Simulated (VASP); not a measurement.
Input:

```xyz
1
Lattice="0.0000 1.8922 1.8922 1.8922 0.0000 1.8922 1.8922 1.8922 0.0000" Properties=species:S:1:pos:R:3 pbc="T T T"
Rh     1.8922     0.0000     1.8922
```

Level of theory: SCAN meta-GGA, VASP's PBE PAW potentials (set 64) (plane waves; VASP). Numerical set-up: 520 eV cut-off, 18×18×18 Γ-centred mesh, tetrahedra with Blöchl corrections, potentials Rh_pv.

What does the run give for the energy per atom (σ→0), band gap (over mesh and band path) with the smallest direct gap where there is one?

```
Item                                                                  Result
----------------------------------  ----------------------------------------
band gap (over mesh and band path)  none (metal, semimetal or under 0.01 eV)
energy per atom (σ→0)                                        -33.756 eV/atom
```

The compound is Rh in the fcc structure. It was relaxed first.
